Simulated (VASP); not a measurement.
Here is the system:

```
CELL_PARAMETERS angstrom
      1.62690    -2.81787     0.00000
      1.62690     2.81787     0.00000
      0.00000     0.00000     5.29380
ATOMIC_POSITIONS crystal
  Ga 0.66667 0.33333 0.50000
  Ga 0.33333 0.66667 0.00000
  N  0.66667 0.33333 0.87700
  N  0.33333 0.66667 0.37700
```

Level of theory: PBE GGA, VASP's PBE PAW potentials (set 64) (plane waves; VASP 6.6.1). Run with 520 eV cut-off, 7×7×4 Γ-centred mesh, tetrahedra with Blöchl corrections, potentials Ga_d N.

Q: Estimate the energy per atom (σ→0), pressure.

A: 
```
Property                       Result
---------------------  --------------
energy per atom (σ→0)  -6.076 eV/atom
pressure                    -4.95 GPa
```

Only differences to runs with the same potentials and settings are physical.

The compound is GaN in the wurtzite structure. The cell was not relaxed at this level. The run is one of a series of settings (ISMEAR = -5, SIGMA removed against the base run), some of them coarse on purpose.
